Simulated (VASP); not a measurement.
Ti, 2 atoms in the cell. Symmetry: P6_3/mmc, No. 194, hexagonal system. The conventional cell has a = 2.937 Å, b = 2.937 Å, c = 4.645 Å, α = 90.00°, β = 90.00°, γ = 120.00°. Ti (site symmetry -6m2) is surrounded by 12 Ti at 2.88 to 2.94 Å. 

- Program: VASP 6.6.1
- Task: elastic constants
- Functional: PBE
- Potentials or basis: VASP PAW PBE potentials, release 64 (Ti_sv)
- Cutoff: 600 eV
- k mesh: 27 × 27 × 15
- Occupations: methfessel-paxton, width 0.2 eV
- Spin: no spin polarisation
- Ions in elastic constants: relaxed
- Further INCAR settings: ALGO = Normal; EDIFF = 1e-08; IBRION = 6; POTIM = 0.015; NSW = 1; ISIF = 3

Potentials or basis: VASP PAW PBE potentials, release 64 (Ti_sv).

Run with:

```sh
$ cat potpaw_PBE.64/Ti_sv/POTCAR > POTCAR
$ cp INCAR.step1 INCAR
$ mpirun -np 2 vasp_std > vasp.out
$ cp CONTCAR POSCAR
$ cp INCAR.step2 INCAR
$ mpirun -np 2 vasp_std > vasp.out
```

Hardware: 2 MPI ranks on AMD EPYC 9R45 96-Core Processor (Zen 5) (shared host).

Q: How long does it take, and how much memory?

A: Wall time 75 min on 2 MPI ranks on AMD EPYC 9R45 96-Core Processor (Zen 5), with other jobs on the host, peak memory 2.6 GiB a rank. Counts: scf iterations 189, k points 600, ion steps 5.
